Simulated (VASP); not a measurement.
Here is the system:

```yaml
crystal:
  lattice:
    - [1.84210, -3.19060, 0.00000]
    - [1.84210, 3.19060, 0.00000]
    - [0.00000, 0.00000, 5.59012]
  atoms:
    - { symbol: Y, position: [0.33333, 0.66667, 0.25000] }
    - { symbol: Y, position: [0.66667, 0.33333, 0.75000] }
```

Computed with r2SCAN meta-GGA, VASP's PBE PAW potentials (set 64) (plane waves; VASP). Settings: 480 eV cut-off, 10×10×6 Γ-centred mesh, first-order Methfessel-Paxton smearing of 0.10 eV, potentials Y_sv.

Problem. Estimate the energy per atom (σ→0), band gap (on the k-mesh) with the smallest direct gap where there is one.

Solution. 
* **band gap (on the k-mesh)**: none (metal, semimetal or under 0.01 eV)
* **energy per atom (σ→0)**: -20.271 eV/atom

Total energies compare only between runs with the same potentials, cut-off and functional.

The compound is Y in the hcp structure. This cell was strained or had an atom moved on purpose.
